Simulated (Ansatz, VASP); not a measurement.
## GaAs: VASP beside Ansatz

One calculation is typed for both programs; each brings its own data sets. How far apart do they land? The cell is taken from a series of runs on this material, whose earlier steps may have relaxed, scaled, displaced or heated it; both programs get it as it stands.

Method: plane waves, with VASP 6.6.1 beside it; single point at PBE, in Ansatz 0.2.0.

## 1. The starting structure

It takes space group F-43m (No. 216, cubic). Conventional cell: a = 5.548 Å, b = 5.548 Å, c = 5.548 Å, α = 90.00°, β = 90.00°, γ = 90.00°. Nearest to Ga lie 4 As at 2.40 Å. Nearest to As lie 4 Ga at 2.40 Å. Farther neighbours are not listed.

As a file:

```cif
data_structure
_symmetry_space_group_name_H-M 'F-43m'
_symmetry_Int_Tables_number 216
_cell_length_a 5.5476
_cell_length_b 5.5476
_cell_length_c 5.5476
_cell_angle_alpha 90.000
_cell_angle_beta 90.000
_cell_angle_gamma 90.000
_cell_volume 170.73
loop_
_atom_site_label
_atom_site_type_symbol
_atom_site_symmetry_multiplicity
_atom_site_Wyckoff_symbol
_atom_site_fract_x
_atom_site_fract_y
_atom_site_fract_z
_atom_site_occupancy
Ga1 Ga 4 a 0.00000 0.00000 0.00000 1
As1 As 4 c 0.25000 0.25000 0.25000 1
```

## 2. VASP: single point, PBE, pair 1

A single point gives forces, pressure and levels at one fixed geometry, so differences don't come from the geometry; what else differs is listed under the comparison.

Lines of VASP's logs that name or quote its potential files are left out, and so is its time.

The input, INCAR:

```
SYSTEM = GaAs
PREC = Accurate
ENCUT = 500
EDIFF = 1E-06
NELM = 120
ISMEAR = 0
SIGMA = 0.02
LREAL = .FALSE.
ALGO = Normal
GGA = PE
NBANDS = 15
LORBIT = 11
LWAVE = .FALSE.
LCHARG = .FALSE.
ISIF = 2
LASPH = .TRUE.
GGA_COMPAT = .FALSE.
EFERMI = MIDGAP
```

The input, POSCAR:

```
GaAs
1.0
    0.0000000000      2.7738000456      2.7738000456
    2.7738000456      0.0000000000      2.7738000456
    2.7738000456      2.7738000456      0.0000000000
Ga As
1 1
Direct
    0.0000000000      0.0000000000      0.0000000000
    0.7500000000      0.7500000000      0.7500000000
```

The input, KPOINTS:

```
Automatic mesh
0
Gamma
12 12 12
0 0 0
```

PAW data sets: Ga_d and As (PBE family, release 64).

The run is started by

```console
mpirun -np 1 vasp_std
```

Numbers of over 12 decimals in the logs are rounded to 6 here.

The program printed:

```text
[banner, memory and clock lines left out]
running    1 mpi-ranks, on    1 nodes
 distrk:  each k-point on    1 cores,    1 groups
 distr:  one band on    1 cores,    1 groups

 POSCAR found type information on POSCAR GaAs
 POSCAR found :  2 types and       2 ions
 LDA part: xc-table for (Slater+PW92), standard interpolation
 POSCAR, INCAR and KPOINTS ok, starting setup
 FFT: planning ... GRIDC
 FFT: planning ... GRID_SOFT
 FFT: planning ... GRID
 WAVECAR not read
 entering main loop
       N       E                     dE             d eps       ncg     rms          rms(c)
DAV:   1     0.828677958858E+02    0.82868E+02   -0.89627E+03  2230   0.165E+03
DAV:   2    -0.202621654817E+01   -0.84894E+02   -0.81113E+02  2447   0.317E+02
DAV:   3    -0.823890420225E+01   -0.62127E+01   -0.61895E+01  2552   0.686E+01
DAV:   4    -0.833113079242E+01   -0.92227E-01   -0.92196E-01  2619   0.922E+00
DAV:   5    -0.833248514824E+01   -0.13544E-02   -0.13543E-02  2736   0.100E+00    0.309E+00
DAV:   6    -0.818303459339E+01    0.14945E+00   -0.22376E-01  3330   0.895E+00    0.188E+00
DAV:   7    -0.815955834334E+01    0.23476E-01   -0.73386E-02  2806   0.213E+00    0.570E-01
DAV:   8    -0.816031831157E+01   -0.75997E-03   -0.10939E-02  2678   0.127E+00    0.130E-01
DAV:   9    -0.816070533745E+01   -0.38703E-03   -0.99598E-04  2552   0.362E-01    0.483E-02
DAV:  10    -0.816076471719E+01   -0.59380E-04   -0.76225E-05  2916   0.108E-01    0.262E-02
DAV:  11    -0.816081056063E+01   -0.45843E-04   -0.64525E-05  2412   0.640E-02    0.259E-03
DAV:  12    -0.816081087813E+01   -0.31750E-06   -0.11174E-06  2178   0.172E-02
   1 F= -.81608109E+01 E0= -.81608109E+01  d E =0.000000E+00
```

OUTCAR, selected parts (step 2):

```text
ion  position               nearest neighbor table
   1  0.000  0.000  0.000-   2 2.40   2 2.40   2 2.40   2 2.40
   2  0.750  0.750  0.750-   1 2.40   1 2.40   1 2.40   1 2.40

  LATTYP: Found a face centered cubic cell.
 ALAT       =     5.5476000912

 Subroutine GETGRP returns: Found 24 space group operations
 (whereof 24 operations were pure point group operations)

The static configuration has the point symmetry T_d .

 Found     72 irreducible k-points:

   k-points           NKPTS =     72   k-points in BZ     NKDIM =     72   number of bands    NBANDS=     15

   dimension x,y,z NGX =    30 NGY =   30 NGZ =   30
   dimension x,y,z NGXF=    60 NGYF=   60 NGZF=   60

   ENCUT  =  500.0 eV  36.75 Ry    6.06 a.u.   7.15  7.15  7.15*2*pi/ulx,y,z

   NELECT =      18.0000    total number of electrons

 k-points in reciprocal lattice and weights: Automatic mesh
   0.00000000  0.00000000  0.00000000       0.001
   0.08333333  0.00000000  0.00000000       0.005
   0.16666667  0.00000000  0.00000000       0.005
   0.25000000  0.00000000  0.00000000       0.005
   0.33333333  0.00000000  0.00000000       0.005
   0.41666667  0.00000000  0.00000000       0.005
   0.50000000  0.00000000  0.00000000       0.002
   0.08333333  0.08333333  0.00000000       0.003
   0.16666667  0.08333333  0.00000000       0.014
[...]
-0.33333333  0.50000000  0.16666667       0.007
  -0.25000000  0.50000000  0.25000000       0.003

 average (electrostatic) potential at core
       1 -65.9270       2 -49.8339

 E-fermi :   4.9615

 k-point     1 :       0.0000    0.0000    0.0000
  band No.  band energies     occupation
    ...
      5     -10.3432      2.00000
      6      -8.6679      2.00000
      7       4.4825      2.00000
      8       4.4825      2.00000
      9       4.4825      2.00000
     10       5.4406      0.00000
     11       8.2219      0.00000
     12       8.2219      0.00000
     13       8.2219      0.00000
     14      12.2454      0.00000
    ...

 k-point     2 :       0.0833    0.0000    0.0000
  band No.  band energies     occupation
    ...
      5     -10.3434      2.00000
      6      -8.5785      2.00000
      7       3.3269      2.00000
      8       4.3576      2.00000
      9       4.3576      2.00000
     10       6.1686      0.00000
     11       8.4044      0.00000
     12       8.4044      0.00000
     13       8.4221      0.00000
     14      12.7299      0.00000
    ...

 k-point     3 :       0.1667    0.0000    0.0000
  band No.  band energies     occupation
    ...
      5     -10.3435      2.00000
      6      -8.3187      2.00000
      7       1.7437      2.00000
      8       4.0670      2.00000
      9       4.0670      2.00000
     10       6.3564      0.00000
     11       8.8073      0.00000
     12       8.8073      0.00000
     13       9.3566      0.00000
     14      13.5973      0.00000
    ...

  Total        2.2385374      2.2385374      2.2385374     -0.0000000      0.0000000     -0.0000000
  in kB       84.0271213     84.0271213     84.0271213     -0.0000000      0.0000000     -0.0000000
  external PRESSURE =      84.0271213 kB  Pullay stress =       0.0000000 kB

  energy-cutoff  :      500.00
  volume of cell :       42.68
      direct lattice vectors                 reciprocal lattice vectors
     0.000000000  2.773800046  2.773800046    -0.180258127  0.180258127  0.180258127
     2.773800046  0.000000000  2.773800046     0.180258127 -0.180258127  0.180258127
     2.773800046  2.773800046  0.000000000     0.180258127  0.180258127 -0.180258127

 POSITION                                       TOTAL-FORCE (eV/Angst)
 -----------------------------------------------------------------------------------
      0.00000      0.00000      0.00000        -0.000000      0.000000     -0.000000
      4.16070      4.16070      4.16070         0.000000     -0.000000      0.000000
 -----------------------------------------------------------------------------------
    total drift:                                0.000000      0.000000      0.000000

  FREE ENERGIE OF THE ION-ELECTRON SYSTEM (eV)
  ---------------------------------------------------
  free  energy   TOTEN  =        -8.1608108781 eV

  energy  without entropy=       -8.1608108781  energy(sigma->0) =       -8.16081088

 total charge
# of ion       s       p       d       tot
------------------------------------------
    1        0.884   0.862  10.006  11.751
    2        1.205   1.643   0.036   2.884
--------------------------------------------------
tot          2.089   2.504  10.041  14.635

[... 3 further parts left out ...]
```

The run ends at a pressure of 8.40 GPa.

## 3. Ansatz: single point, PBE, pair 1

Ansatz runs on its PAW soft_1 files.

The same cell, functional, mesh and smearing now go to Ansatz, which takes its cutoff from its data sets.

The input, input.yaml:

```yaml
crystal:
  lattice:
    - [0.0, 2.7738000456, 2.7738000456]
    - [2.7738000456, 0.0, 2.7738000456]
    - [2.7738000456, 2.7738000456, 0.0]
  atoms:
    - { symbol: Ga, position: [0.0, 0.0, 0.0] }
    - { symbol: As, position: [0.75, 0.75, 0.75] }
kpoints:
  mp_grid: { grid: [12, 12, 12] }
hamiltonian:
  xc: pbe
  pseudopotentials: { kind: paw, azcp: { folder: soft_1 } }
scf:
  occupations: { method: gaussian, width: 0.02 }
output:
  forces: true
  stress: true
  eigenvalues: true
```

The run is started by

```console
ansatz run input.yaml --threads 4 --pin off --max-ram 10240MiB --backend cpu --events-out ev --progress --plain --runs-dir out
```

The program printed:

```text
Engine: ansatz 0.2.0, aarch64-unknown-linux-gnu
Pseudopotentials: kind: paw
Pseudopotential: Ga, paw, valence charge 13, recommended cutoff 420 eV (normal), soft_1/Ga.paw.azcp
Pseudopotential: As, paw, valence charge 15, recommended cutoff 420 eV (normal), soft_1/As.paw.azcp
Functional definition: PBE
  parameter kappa = 0.804
  parameter beta = 0.066725
  exchange = pbe_x(kappa = kappa, mu = beta*pi^2/3)
  correlation = pbe_c(beta = beta)
Crystal: 2 atoms, lattice volume = 42.683 Å³
Basis set: ecut = 420 eV, 869 PW (Γ), exchange–correlation on 54×54×54 points (8 copies of the dense FFT grid, shifted against one another)
Bands: 18, of which v1, the nominal top of the filled ones, is band 14 counted from 1 (13 counted from 0)
Symmetry: 24 space group operations
Space group: F-43m (ITA 216), of the structure as read, at distance tolerance 3.5e-5 Å
k-points: 72 of 1728 (time reversal used)
Non-local potential: Ga, projectors of the file, l = 0: 2, l = 1: 2, l = 2: 3, l = 3: 1
Non-local potential: As, projectors of the file, l = 0: 2, l = 1: 2, l = 2: 3, l = 3: 1
PAW form: soft (Blöchl's): semilocal exchange-correlation on the pseudo side does not see the compensation charge
PAW one-centre angular grid: Ga, 590 points (default); XC on 64 Gauss nodes
PAW one-centre angular grid: As, 590 points (default); XC on 64 Gauss nodes
Initial density: superposition of atomic densities (chi_scale 0.1, normalization cell, long waves kept (reshape's long-wave potential 0.00 eV rms))
Initial wavefunctions: pseudopotential atomic-orbital guess
Functional: x = pbe(κ = 0.804, μ = 0.219515), c = pbe(β = 0.066725)
SCF iter   1: F=—  HF=-8639.851001 eV  |F-HF|=—  |Δ(HF+E_count)|=         —  Δρ=4.54e-2  dr2=5.03e-1  ethr=3.10e-3  ⟨swp⟩=6.0  Hψ=6400  notcnv=0
preconditioner: auto → none  [insulator: Δε(μ)=0.957 eV  Ē_g=16.001 eV  σ=0.020 eV  W_gap=1.00  n_scr=14 (ndim 8)  ℏωp=24.1 eV  f_vac=0.000  D(μ)=0.00/eV (n_scr^D=0)  ε∞_Penn≈3.3]
SCF iter   2: F=—  HF=-8639.775399 eV  |F-HF|=—  |Δ(HF+E_count)|=   7.56e-2  Δρ=1.97e-2  dr2=9.25e-2  ethr=1.79e-3  ⟨swp⟩=2.0  Hψ=2160  notcnv=0
SCF iter   3: F=—  HF=-8639.768748 eV  |F-HF|=—  |Δ(HF+E_count)|=   6.65e-3  Δρ=5.53e-3  dr2=6.71e-3  ethr=3.30e-4  ⟨swp⟩=2.3  Hψ=2269  notcnv=0
SCF iter   4: F=—  HF=-8639.763008 eV  |F-HF|=—  |Δ(HF+E_count)|=   5.74e-3  Δρ=9.07e-4  dr2=1.36e-4  ethr=2.40e-5  ⟨swp⟩=2.2  Hψ=2256  notcnv=0
SCF iter   5: F=—  HF=-8639.763096 eV  |F-HF|=—  |Δ(HF+E_count)|=   8.77e-5  Δρ=2.50e-4  dr2=1.80e-5  ethr=4.84e-7  ⟨swp⟩=2.0  Hψ=2312  notcnv=0
SCF iter   6: F=—  HF=-8639.763098 eV  |F-HF|=—  |Δ(HF+E_count)|=   1.84e-6  Δρ=6.42e-5  dr2=9.72e-7  ethr=6.43e-8  ⟨swp⟩=2.0  Hψ=2304  notcnv=0
SCF iter   7: F=-8639.763098 eV  HF=-8639.763098 eV  |F-HF|=2.81e-8  |Δ(HF+E_count)|=   3.18e-7  Δρ=1.17e-5  dr2=3.68e-8  ethr=3.57e-10  ⟨swp⟩=6.4  Hψ=6813  notcnv=0
SCF 1 converged in 7 iterations: F = -8639.763098 eV  dr2 = 3.68e-8
  greatest PAW one-centre occupation: 0.999 electrons in one spin orbital (limit 2), on the As atom at site 1 (counted from 0), in its partial waves of l = 2
SCF converged after 7 iterations
Free energy (F): -8639.763098 eV
Harris-Foulkes:  -8639.763098 eV  (|F-HF|=2.81e-8)
Internal energy: -8639.763098 eV  (E = F + TS)
E sigma→0 (E₀):  -8639.763098 eV
Fermi energy:    9.182592 eV
--- Per-component energies (eV) ---
  E_band       = -300.797749
  E_kinetic    = 211.618909
  E_local      = -3574.515704  (includes V_loc(G=0)·N_el)
  E_nonlocal   = -486.102922
  E_hartree    = 2099.302381
  E_xc         = -134.859028
  E_vxc        = -131.240378  (∫ρ·V_xc dr)
  E_paw        = -4004.864484  (= ΣΔE_a)
  E_vpaw       = -519.152594  (= ΣTr[D̂ρ^β])
  E_aug_tail   = -0.000293  (compensation charges beyond the density's cutoff)
  E_ewald      = -2750.341956
  E_smearing   = -0.000000  (= −TS)
  E_closure    = -0.000000  (closes the sum)
  Σ components = -8639.763098   (vs F -8639.763098, Δ=0.00e0)
--- Forces (eV/Å), atoms counted from 1 ---
  atom   1  Ga     0.00000000    -0.00000000    -0.00000000
  atom   2  As     0.00000000     0.00000000     0.00000000
  max |Σ_I F_I| component: 2.89e-17 eV/Å
--- Stress (GPa, compression-positive) ---
        8.208967       0.000000      -0.000000
       -0.000000       8.208967       0.000000
       -0.000000       0.000000       8.208967
  P = ⅓ Tr σ = 8.2090 GPa (82.090 kbar)
--- Band table (eV; the first three rows and the last of 72) ---
  k-point 0: bands = [... 10 lower, -4.4450, 8.7057, 8.7057, 8.7057, 9.6590, 12.4590, 12.4590, 12.4590]
  k-point 1: bands = [... 10 lower, -4.3554, 7.5509, 8.5813, 8.5813, 10.3890, 12.6412, 12.6412, 12.6562]
  k-point 2: bands = [... 10 lower, -4.0953, 5.9700, 8.2914, 8.2914, 10.5816, 13.0437, 13.0437, 13.5839]
  k-point 71: bands = [... 10 lower, -1.6150, 1.8359, 4.8985, 5.0929, 13.4566, 13.5953, 14.3049, 14.7790]
```

Reading the cycles: dr2 is the Hartree energy of the density residual (eV), the measure of convergence; HF is the Harris–Foulkes estimate of the energy, which meets the free energy F at convergence.

The run ends at a pressure of 8.21 GPa.

## 4. Side by side

Known differences besides the potentials themselves: the data sets hold 28 valence electrons in Ansatz (on its PAW soft_1 files) and 18 in VASP; the cutoff is 420 eV in Ansatz and 500 eV in VASP. Total energies have different zeros and are not compared.

Compared:

| quantity | Ansatz | VASP | difference |
| --- | --- | --- | --- |
| pressure (GPa) | 8.21 | 8.40 | -0.19 |
| gap on the k mesh (eV) | 0.953 | 0.958 | -0.005 |

A gap on the mesh is an upper bound, since the band edges may lie between its points.

## 5. VASP: single point, PBE, pair 2

A single point gives forces, pressure and levels at one fixed geometry, so differences don't come from the geometry; what else differs is listed under the comparison. The cell compared in this pair holds 44.58 Å³, against 42.68 Å³ for the pair before.

INCAR is that of step 2.

The input, POSCAR:

```
GaAs
1.0
    0.0000000000      2.8142991899      2.8142991899
    2.8142991899      0.0000000000      2.8142991899
    2.8142991899      2.8142991899      0.0000000000
Ga As
1 1
Direct
    0.0000000000      0.0000000000      0.0000000000
    0.7500000000      0.7500000000      0.7500000000
```

KPOINTS is that of step 2.

The run is started by

```console
mpirun -np 1 vasp_std
```

The program printed:

```text
[... set-up lines as in an earlier step ...]
 entering main loop
       N       E                     dE             d eps       ncg     rms          rms(c)
DAV:   1     0.805459495626E+02    0.80546E+02   -0.88853E+03  2216   0.163E+03
DAV:   2    -0.209014980008E+01   -0.82636E+02   -0.79251E+02  2398   0.307E+02
DAV:   3    -0.830340225512E+01   -0.62133E+01   -0.61916E+01  2622   0.682E+01
DAV:   4    -0.839726401331E+01   -0.93862E-01   -0.93846E-01  2596   0.938E+00
[...]
DAV:  10    -0.823663106585E+01   -0.61849E-04   -0.72716E-05  2925   0.952E-02    0.275E-02
DAV:  11    -0.823668015126E+01   -0.49085E-04   -0.69916E-05  2391   0.650E-02    0.296E-03
DAV:  12    -0.823668048588E+01   -0.33462E-06   -0.10975E-06  2227   0.161E-02
   1 F= -.82366805E+01 E0= -.82366805E+01  d E =-.268628-109
```

Parts of OUTCAR (step 5):

```text
  Total        1.2572962      1.2572962      1.2572962      0.0000000     -0.0000000      0.0000000
  in kB       45.1863621     45.1863621     45.1863621      0.0000000     -0.0000000      0.0000000
  external PRESSURE =      45.1863621 kB  Pullay stress =       0.0000000 kB

 POSITION                                       TOTAL-FORCE (eV/Angst)
 -----------------------------------------------------------------------------------
      0.00000      0.00000      0.00000        -0.000000     -0.000000     -0.000000
      4.22145      4.22145      4.22145         0.000000      0.000000      0.000000
 -----------------------------------------------------------------------------------
    total drift:                                0.000000      0.000000      0.000000

  FREE ENERGIE OF THE ION-ELECTRON SYSTEM (eV)
  ---------------------------------------------------
  free  energy   TOTEN  =        -8.2366804859 eV

  energy  without entropy=       -8.2366804859  energy(sigma->0) =       -8.23668049

[... 1 part as in an earlier step ...]

[... 2 further parts left out ...]
[key lines of the parts left out:]
E-fermi :   4.3680
```

The run ends at a pressure of 4.52 GPa.

## 6. Ansatz: single point, PBE, pair 2

The same cell, functional, mesh and smearing now go to Ansatz, which takes its cutoff from its data sets.

The cell is taken from a series of runs on this material, whose earlier steps may have relaxed, scaled, displaced or heated it; both programs get it as it stands.

input.yaml, the sections that differ from step 3:

```yaml
crystal:
  lattice:
    - [0.0, 2.8142991899, 2.8142991899]
    - [2.8142991899, 0.0, 2.8142991899]
    - [2.8142991899, 2.8142991899, 0.0]
  atoms:
    - { symbol: Ga, position: [0.0, 0.0, 0.0] }
    - { symbol: As, position: [0.75, 0.75, 0.75] }
# kpoints, hamiltonian, scf, output: as in step 3
```

The run is started by

```console
ansatz run input.yaml --threads 4 --pin off --max-ram 10240MiB --backend cpu --events-out ev --progress --plain --runs-dir out
```

The program printed:

```text
[...]
Crystal: 2 atoms, lattice volume = 44.580 Å³
Basis set: ecut = 420 eV, 893 PW (Γ), exchange–correlation on 54×54×54 points (8 copies of the dense FFT grid, shifted against one another)
Bands: 18, of which v1, the nominal top of the filled ones, is band 14 counted from 1 (13 counted from 0)
Symmetry: 24 space group operations
[...]
k-points: 72 of 1728 (time reversal used)
[...]
--- Band table (eV; the first three rows and the last of 72) ---
  k-point 0: bands = [... 10 lower, -4.7202, 8.1030, 8.1030, 8.1030, 8.7224, 11.8482, 11.8482, 11.8482]
  k-point 1: bands = [... 10 lower, -4.6365, 6.9075, 7.9873, 7.9873, 9.5355, 12.0119, 12.0199, 12.0199]
  k-point 2: bands = [... 10 lower, -4.3930, 5.3904, 7.7155, 7.7155, 9.7959, 12.4034, 12.4034, 12.8330]
  k-point 71: bands = [... 10 lower, -2.1011, 1.4261, 4.5097, 4.7035, 12.7898, 12.8341, 13.5638, 14.1605]
[key lines of the parts left out:]
SCF converged after 7 iterations
Free energy (F): -8639.836617 eV
Fermi energy:    8.413036 eV
P = ⅓ Tr σ = 4.3581 GPa (43.581 kbar)
```

The run ends at a pressure of 4.36 GPa.

(Part 1 of 2 ends here.)

[Lines on the potential files, build, host, timing and source positions are cut from VASP's logs without a mark.]

[Logs are printed without paths, hosts, clocks, repeated set-up lines and the standing remarks that a program may print on its own settings, such as how far it seeks lower states.]

[Hosts, paths, dates, database ids (printed as entryN), source tags and the programs' standing remarks are cut or masked in the printed files.]
